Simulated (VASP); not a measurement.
Crystal: GeB2C2.

```
Ge B C
1.0
     5.38305    0.01835    0.02624
     0.01541    4.73989   -0.00453
    -0.03033   -0.36643    5.47981
Ge B C
2 4 4
Direct
  0.49745 0.99975 0.16616
  0.98938 0.05422 0.16095
  0.23269 0.21100 0.51837
  0.76969 0.15093 0.47690
  0.49090 0.67025 0.47195
  0.99543 0.65978 0.44802
  0.50497 0.33291 0.45945
  0.98079 0.34318 0.48087
  0.22716 0.82354 0.46513
  0.76162 0.79632 0.46975
```

The cell was built by a generator and needn't be a form met in nature.

- Program: VASP 6.6.1
- Task: relaxation of cell and atoms
- Functional: PBE
- Potentials or basis: VASP PAW PBE potentials, release 64 (Ge_d, B, C)
- Cutoff: 520 eV
- k mesh: 4 × 5 × 4
- Occupations: gaussian, width 0.15 eV
- Spin: no spin polarisation

At the start: pressure 4.7 GPa; volume 13.98 Å³/atom.

Question: How do energy, volume and symmetry change on relaxing?

Answer: Over 32 steps the energy falls by 234.6 meV/atom and the volume is 14.01 Å³/atom (+0.2 %); space group Pm (No. 6, to 0.05 Å).

The path:
| step | energy change (eV) | largest force (eV/Å) | pressure (GPa) | volume (Å³) |
| --- | --- | --- | --- | --- |
| 1 | 0.0000 | 7.1082 | 4.67 | 139.81 |
| 2 | -0.5894 | 6.0134 | -2.58 | 148.01 |
| 3 | -1.7491 | 3.2689 | -2.56 | 144.04 |
| 4 | -1.9251 | 3.3453 | 0.27 | 141.59 |
| 5 | -2.1781 | 1.3324 | -1.63 | 142.65 |
| 6 | -2.2911 | 0.9616 | 1.04 | 139.99 |
| 7 | -2.2979 | 0.6764 | 0.33 | 140.50 |
| 8 | -2.3202 | 0.2747 | 0.23 | 140.60 |
| 9 | -2.3202 | 0.2582 | 0.21 | 140.60 |
| 10 | -2.3268 | 0.1985 | -0.14 | 140.92 |
| 11 | -2.3268 | 0.2163 | -0.21 | 140.93 |
| 12 | -2.3323 | 0.1514 | -0.25 | 140.79 |
| 13 | -2.3339 | 0.1709 | -0.19 | 140.71 |
| 14 | -2.3330 | 0.3463 | -0.15 | 140.54 |
| 15 | -2.3342 | 0.2140 | -0.04 | 140.66 |
| 16 | -2.3378 | 0.1416 | -0.13 | 140.53 |
| 17 | -2.3391 | 0.1526 | -0.05 | 140.42 |
| 18 | -2.3415 | 0.1245 | 0.02 | 140.30 |
| 19 | -2.3423 | 0.1091 | 0.10 | 140.23 |
| 20 | -2.3423 | 0.1914 | 0.14 | 140.09 |
| 21 | -2.3425 | 0.1204 | 0.18 | 140.17 |
| 22 | -2.3442 | 0.0921 | 0.02 | 140.23 |
| 23 | -2.3444 | 0.0875 | 0.03 | 140.24 |
| 24 | -2.3446 | 0.1020 | -0.12 | 140.28 |
| 25 | -2.3446 | 0.0845 | -0.07 | 140.26 |
| 26 | -2.3446 | 0.0882 | -0.08 | 140.27 |
| 27 | -2.3454 | 0.0429 | -0.07 | 140.22 |
| 28 | -2.3456 | 0.0421 | -0.04 | 140.20 |
| 29 | -2.3457 | 0.0647 | -0.03 | 140.17 |
| 30 | -2.3456 | 0.0495 | -0.01 | 140.19 |
| 31 | -2.3456 | 0.0564 | -0.07 | 140.18 |
| 32 | -2.3460 | 0.0290 | 0.15 | 140.07 |

Final structure:
```cif
data_structure
_symmetry_space_group_name_H-M 'P 1'
_symmetry_Int_Tables_number 1
_cell_length_a 5.5122
_cell_length_b 4.6716
_cell_length_c 5.4499
_cell_angle_alpha 93.538
_cell_angle_beta 90.008
_cell_angle_gamma 90.007
_cell_volume 140.07
loop_
_atom_site_label
_atom_site_type_symbol
_atom_site_fract_x
_atom_site_fract_y
_atom_site_fract_z
_atom_site_occupancy
Ge1 Ge 0.49403 0.02106 0.16241 1
Ge2 Ge 0.99424 0.02384 0.16237 1
B1 B 0.24519 0.17336 0.50156 1
B2 B 0.74498 0.17335 0.50203 1
B3 B 0.49539 0.66066 0.45936 1
B4 B 0.99531 0.66095 0.45865 1
C1 C 0.49514 0.33045 0.47318 1
C2 C 0.99509 0.33067 0.47342 1
C3 C 0.24547 0.83374 0.46165 1
C4 C 0.74525 0.83382 0.46293 1
```
